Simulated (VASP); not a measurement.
Calculation: modified Becke-Johnson potential (mBJ) with spin-orbit coupling, VASP's PBE PAW potentials (set 64) (plane waves; VASP).

The input files of a VASP run:

### INCAR
```
SYSTEM = ZnSe
PREC = Accurate; ENCUT = 350; LREAL = .False.
LASPH = .True.
EDIFF = 1E-6; NELM = 200; ALGO = Normal
LMAXMIX = 4; LMIXTAU = .True.
ISMEAR = 0; SIGMA = 0.05
METAGGA = MBJ; GGA_COMPAT = .False.
MAGMOM = 6*0; LSORBIT = .True.
ISIF = 0
LWAVE = .False.; LCHARG = .False.
```

**KPOINTS_OPT**
```
k-points along high-symmetry lines
11
Line-mode
Reciprocal
  0.000000   0.000000   0.000000 ! GAMMA
 -0.500000  -0.500000   0.000000 ! X

 -0.500000  -0.500000   0.000000 ! X
 -0.375000  -0.375000   0.250000 ! U

 -0.375000   0.000000   0.375000 ! K
  0.000000   0.000000   0.000000 ! GAMMA

  0.000000   0.000000   0.000000 ! GAMMA
  0.000000   0.000000   0.500000 ! L

  0.000000   0.000000   0.500000 ! L
 -0.500000  -0.250000   0.250000 ! W

 -0.500000  -0.250000   0.250000 ! W
 -0.500000  -0.500000   0.000000 ! X
```

POSCAR:
```
ZnSe
1
    0.0000000000     2.8662991181     2.8662991181
    2.8662991181     0.0000000000     2.8662991181
    2.8662991181     2.8662991181     0.0000000000
Zn Se
1 1
Direct
  0.0000000000   1.0000000000   1.0000000000
  0.2500000000   0.2500000000   0.2500000000
```

**KPOINTS**
```
kpoints
0
Gamma
 6 6 6
0 0 0
```

POTCAR, in this order: Zn Se (PBE.64 set). Program: vasp_ncl. Read from the step before: WAVECAR.

Output

**OSZICAR**
```
       N       E                     dE             d eps       ncg     rms          rms(c)
DAV:   1     0.222804223458E+03    0.22280E+03   -0.20149E+00  1342   0.255E+01    0.374E+00
DAV:   2     0.222712162177E+03   -0.92061E-01   -0.16435E+00  1174   0.133E+01    0.776E+00
DAV:   3     0.222544554630E+03   -0.16761E+00   -0.88463E-02  1234   0.397E+00    0.904E+00
DAV:   4     0.223096768979E+03    0.55221E+00   -0.18800E-01  1152   0.367E+00    0.513E+00
DAV:   5     0.224033489824E+03    0.93672E+00   -0.25149E-01  1144   0.600E+00    0.778E-01
DAV:   6     0.223908231531E+03   -0.12526E+00   -0.87332E-02  1144   0.301E+00    0.145E+00
DAV:   7     0.224031507895E+03    0.12328E+00   -0.21413E-02  1144   0.178E+00    0.606E-01
DAV:   8     0.224131356579E+03    0.99849E-01   -0.17813E-02  1156   0.977E-01    0.179E-01
DAV:   9     0.224127900257E+03   -0.34563E-02   -0.23944E-03  1192   0.474E-01    0.540E-02
DAV:  10     0.224122886407E+03   -0.50139E-02   -0.48833E-04  1172   0.262E-01    0.576E-02
DAV:  11     0.224139162751E+03    0.16276E-01   -0.23315E-04  1162   0.213E-01    0.371E-02
DAV:  12     0.224136553221E+03   -0.26095E-02   -0.45273E-05  1168   0.730E-02    0.304E-03
DAV:  13     0.224140381155E+03    0.38279E-02   -0.55046E-06  1284   0.315E-02    0.218E-02
DAV:  14     0.224137232198E+03   -0.31490E-02   -0.22046E-06  1178   0.257E-02    0.186E-03
DAV:  15     0.224138862676E+03    0.16305E-02   -0.13006E-06   948   0.158E-02    0.686E-03
DAV:  16     0.224137594608E+03   -0.12681E-02   -0.57451E-07   786   0.113E-02    0.163E-03
DAV:  17     0.224137409766E+03   -0.18484E-03   -0.51464E-08   584   0.264E-03    0.159E-03
DAV:  18     0.224137508275E+03    0.98509E-04   -0.27754E-08   584   0.152E-03    0.377E-04
DAV:  19     0.224137504290E+03   -0.39845E-05   -0.69839E-09   584   0.952E-04    0.186E-04
DAV:  20     0.224137516946E+03    0.12656E-04   -0.11394E-09   584   0.435E-04    0.110E-04
DAV:  21     0.224137518949E+03    0.20030E-05   -0.16006E-10   584   0.163E-04    0.615E-05
DAV:  22     0.224137526899E+03    0.79502E-05   -0.11398E-10   584   0.162E-04    0.132E-05
DAV:  23     0.224137523583E+03   -0.33168E-05   -0.84242E-11   584   0.107E-04    0.271E-05
DAV:  24     0.224137521977E+03   -0.16052E-05   -0.17779E-11   584   0.433E-05    0.283E-05
DAV:  25     0.224137524419E+03    0.24419E-05   -0.58545E-12   584   0.256E-05    0.766E-06
DAV:  26     0.224137524748E+03    0.32906E-06   -0.25494E-12   584   0.161E-05
   1 F= 0.22413752E+03 E0= 0.22413752E+03  d E =-.172723E-14  mag=    -0.0000     0.0000    -0.0000
       N       E                     dE             ncg
       N       E                     dE             ncg
       N       E                     dE             ncg
```

**OUTCAR**
```
------------------------ aborting loop because EDIFF is reached ----------------------------------------
  volume of cell :       47.10
      direct lattice vectors                 reciprocal lattice vectors
     0.000000000  2.866299118  2.866299118    -0.174440971  0.174440971  0.174440971
     2.866299118  0.000000000  2.866299118     0.174440971 -0.174440971  0.174440971
     2.866299118  2.866299118  0.000000000     0.174440971  0.174440971 -0.174440971
  FREE ENERGIE OF THE ION-ELECTRON SYSTEM (eV)
  ---------------------------------------------------
  free  energy   TOTEN  =       224.1375247484 eV

  energy  without entropy=      224.1375247484  energy(sigma->0) =      224.13752475

     CMBJ =    1.0000

     CMBJA=   -0.0120

     CMBJB=    1.0230

     CMBJE=    0.5000

    CMBJ =    1.2744

 Ion:    1  E_soc:     -0.0073650

 Ion:    2  E_soc:     -0.0322247
```
(Selected blocks of OUTCAR.)

OUTCAR:
```
 val. band max:        1.6867257449   @ k =   0.0000   0.0000   0.0000

 cond. band min:       4.2238352789   @ k =   0.0000   0.0000   0.0000


 Fermi energy:         1.9404087037

 k-point     1 :       0.0000    0.0000    0.0000
  band No.  band energies     occupation
      1     -11.1971      1.00000
      2     -11.1971      1.00000
      3      -4.6238      1.00000
      4      -4.6238      1.00000
      5      -4.6238      1.00000
      6      -4.6238      1.00000
      7      -4.4017      1.00000
      8      -4.4017      1.00000
      9      -4.0497      1.00000
     10      -4.0497      1.00000
     11      -4.0497      1.00000
     12      -4.0497      1.00000
     13       1.3440      1.00000
     14       1.3440      1.00000
     15       1.6867      1.00000
     16       1.6867      1.00000
     17       1.6867      1.00000
     18       1.6867      1.00000
     19       4.2238      0.00000
     20       4.2238      0.00000
     21       8.1680      0.00000
     22       8.1680      0.00000
     23       8.2865      0.00000
     24       8.2865      0.00000
     25       8.2865      0.00000
     26       8.2865      0.00000

 k-point     2 :       0.1667    0.0000    0.0000
  band No.  band energies     occupation
      1     -11.0447      1.00000
      2     -11.0447      1.00000
      3      -4.6231      1.00000
      4      -4.5946      1.00000
      5      -4.5890      1.00000
      6      -4.5890      1.00000
      7      -4.3737      1.00000
      8      -4.3737      1.00000
      9      -4.0579      1.00000
     10      -4.0577      1.00000
     11      -4.0577      1.00000
     12      -4.0226      1.00000
     13       0.0722      1.00000
     14       0.0722      1.00000
     15       1.2670      1.00000
     16       1.2670      1.00000
     17       1.4716      1.00000
     18       1.4831      1.00000
     19       5.2428      0.00000
     20       5.2428      0.00000
     21       8.2909      0.00000
     22       8.2909      0.00000
...
```

mBJ is a potential without an energy functional, so only the levels count.

The compound is ZnSe in the zinc blende structure. It was relaxed first. The cell's shape comes from a PBE relaxation.
